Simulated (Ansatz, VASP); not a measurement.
**RbLiAlH4: VASP beside Ansatz**

INCAR

```
SYSTEM = RbLiAlH4
PREC     = Accurate       ! precision mode
ENCUT    = 600            ! plane-wave cutoff, eV
EDIFF    = 1E-6           ! SCF threshold, eV
ISMEAR   = 0              ! smearing method
SIGMA    = 0.1            ! smearing width, eV
LREAL    = .False.        ! projectors in reciprocal space
LASPH    = .True.         ! aspherical terms in the spheres
NELM     = 100            ! most SCF steps
ALGO     = Normal         ! electronic algorithm
ISIF     = 3              ! what is computed and relaxed
LWAVE    = .False.        ! write WAVECAR
LCHARG   = .False.        ! write CHGCAR
GGA      = PE             ! functional
IBRION   = 2              ! ionic algorithm
NSW      = 100            ! ionic steps
EDIFFG   = -0.01          ! ionic threshold
```

The input KPOINTS:

```
Automatic mesh
0
Gamma
  8 8 8
  0 0 0
```

Contents of POSCAR:

```
RbLiAlH4
1.0
    0.0000000000      3.9898459786      3.9898459786
    3.9898459786      0.0000000000      3.9898459786
    3.9898459786      3.9898459786      0.0000000000
Rb Li Al H
1 1 1 4
Direct
    0.0000000000      0.0000000000      0.0000000000
    0.7500000000      0.7500000000      0.7500000000
    0.5000000000      0.5000000000      0.5000000000
    0.1422573664      0.6192475445      0.6192475445
    0.6192475445      0.1422573664      0.6192475445
    0.6192475445      0.6192475445      0.1422573664
    0.6192475445      0.6192475445      0.6192475445
```

Input for Ansatz:

```yaml
crystal:
  lattice:
    - [0.0, 3.9898459786, 3.9898459786]
    - [3.9898459786, 0.0, 3.9898459786]
    - [3.9898459786, 3.9898459786, 0.0]
  atoms:
    - { symbol: Rb, position: [0.0, 0.0, 0.0] }
    - { symbol: Li, position: [0.75, 0.75, 0.75] }
    - { symbol: Al, position: [0.5, 0.5, 0.5] }
    - { symbol: H, position: [0.1422573664, 0.6192475445, 0.6192475445] }
    - { symbol: H, position: [0.6192475445, 0.1422573664, 0.6192475445] }
    - { symbol: H, position: [0.6192475445, 0.6192475445, 0.1422573664] }
    - { symbol: H, position: [0.6192475445, 0.6192475445, 0.6192475445] }
basis:
  ecutwfc: 420
kpoints:
  mp_grid: { grid: [8, 8, 8] }
hamiltonian:
  xc: pbe
scf:
  occupations: { method: gaussian, width: 0.1 }
output:
  forces: true
  stress: true
  eigenvalues: true
  write_density: true
  write_potential: true
  elf: true
  volumetric_format: npy
relax:
  adjacent_minimum: "off"
  f_tol: 0.01
  max_steps: 80
  cell: { stress_tol: 0.05 }
```

Alike in both runs: task relaxation of cell and atoms; functional PBE; k mesh 8 × 8 × 8; occupations gaussian, width 0.1 eV; no spin polarisation.

|  | VASP | Ansatz |
| --- | --- | --- |
| version | VASP 6.6.1 | Ansatz 0.2.0 |
| potentials or method | VASP PAW PBE potentials, release 64 (Rb_sv, Li_sv, Al, H) | scalar-relativistic, plane waves, PAW |
| plane-wave cutoff (eV) | 600 | 420 |
| valence electrons in the cell | 19 | 19 |

VASP gave:

```
gap on the k mesh at the Fermi level, each at its own relaxed structure (eV) : none
relaxed volume (Å³/atom)                                                     : 18.14
relaxed cell length with the largest relative difference (Å)                 : 5.642
```

Q: Which values does Ansatz return?

A: gap on the k mesh at the Fermi level, each at its own relaxed structure (eV): none; relaxed volume (Å³/atom): 18.15; relaxed cell length with the largest relative difference (Å): 5.642.

A gap of «none» marks a metal or a gap that the smearing closes.

Caveats: the cutoff is under 1.25 times the usual one of these potentials, so pressure, stress and relaxed cells hold a basis-set (Pulay) error (VASP).
